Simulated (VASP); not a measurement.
Energy against volume of TiB2 (AlB2 type). Method: PBE GGA with D4 dispersion, VASP's PBE PAW potentials (set 64) (plane waves; VASP 6.6.1). Run with 520 eV cut-off, 12×12×10 Γ-centred mesh, first-order Methfessel-Paxton smearing of 0.10 eV, potentials Ti_sv B.

Shape and ions are relaxed at each volume.

```csv
V (Å³/atom),E (eV/atom)
7.795,-8.46571
8.044,-8.48691
8.293,-8.49384
8.542,-8.48847
```

### Question
Fit these four points and predict the energy of the run at 8.790 Å³/atom.

### Answer
A cubic in V^(−2/3), the third-order Birch-Murnaghan form, passes through the four points with V0 = 8.30 Å³/atom and B0 = 262 GPa, and gives -8.4725 eV/atom there. The run gave -8.4724 eV/atom, +0.1 meV/atom from the fit; all five points give B0 = 263 GPa.

The compound is TiB2 in the AlB2 type structure. It was relaxed first.
